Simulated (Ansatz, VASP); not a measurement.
# Two plane-wave programs on MgBe3

```
CELL_PARAMETERS angstrom
5.46760 0.00000 0.00000
-2.73380 4.73508 0.00000
0.00000 0.00000 3.62789
ATOMIC_POSITIONS crystal
Mg 0.66667 0.33333 0.25000
Mg 0.33333 0.66667 0.75000
Be 0.73671 0.86835 0.25000
Be 0.13165 0.26329 0.25000
Be 0.13165 0.86835 0.25000
Be 0.86835 0.13165 0.75000
Be 0.86835 0.73671 0.75000
Be 0.26329 0.13165 0.75000
```

The cell comes from a database or a generator and needn't be the stable form of this composition.

Alike in both runs: task single point; functional PBE; k mesh 6 × 6 × 7; occupations gaussian, width 0.05 eV; no spin polarisation.

|  | VASP | Ansatz |
| --- | --- | --- |
| version | VASP 6.6.1 | Ansatz 0.2.0 |
| potentials or method | VASP PAW PBE potentials, release 64 (Mg, Be) | Ansatz PAW |
| plane-wave cutoff (eV) | 500 | 420 |
| valence electrons in the cell | 16 | 32 |

Ansatz gave:

```
gap on the k mesh at the Fermi level (eV)       : none
pressure (GPa)                                  : 0.1
largest component of the traceless stress (GPa) : 0.23
rms of the force components (eV/Å)              : 0.012
```

Estimate VASP's values.

gap on the k mesh at the Fermi level (eV): none; pressure (GPa): 0.1; largest component of the traceless stress (GPa): 0.26; rms of the force components (eV/Å): 0.020.

Atom by atom the forces differ by 0.008 eV/Å (rms over components). A gap of «none» marks a metal or a gap that the smearing closes. The two sets of potentials don't hold the same shells in valence.
